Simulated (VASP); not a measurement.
Data:

```xyz
5
Lattice="4.1080 0.0000 0.0000 0.0000 4.1080 0.0000 0.0000 0.0000 4.1080" Properties=species:S:1:pos:R:3 pbc="T T T"
K      0.0000     0.0000     0.0000
Zn     2.0540     2.0540     2.0540
F      2.0540     0.0000     2.0540
F      0.0000     2.0540     2.0540
F      2.0540     2.0540     0.0000
```

The numbers are results of PBE GGA with D4 dispersion, VASP's PBE PAW potentials (set 64) (plane waves; VASP), not measurements. Run with 520 eV cut-off, 6×6×6 Γ-centred mesh, tetrahedra with Blöchl corrections, potentials K_sv Zn F.

The cores are frozen, which limits the accuracy of field gradients.

Q: Give the principal components of the electric field gradient (V/Å²) and the asymmetry η at each nucleus.

A: 
```
atom    Vxx    Vyy    Vzz     η
----  -----  -----  -----  ----
K1      0.0    0.0    0.0     -
Zn2     0.0    0.0    0.0     -
F3    -51.6  -51.6  103.3  0.00
F4    -51.6  -51.6  103.3  0.00
F5    -51.6  -51.6  103.3  0.00
```

The compound is KZnF3 in the cubic perovskite structure. It was relaxed first.
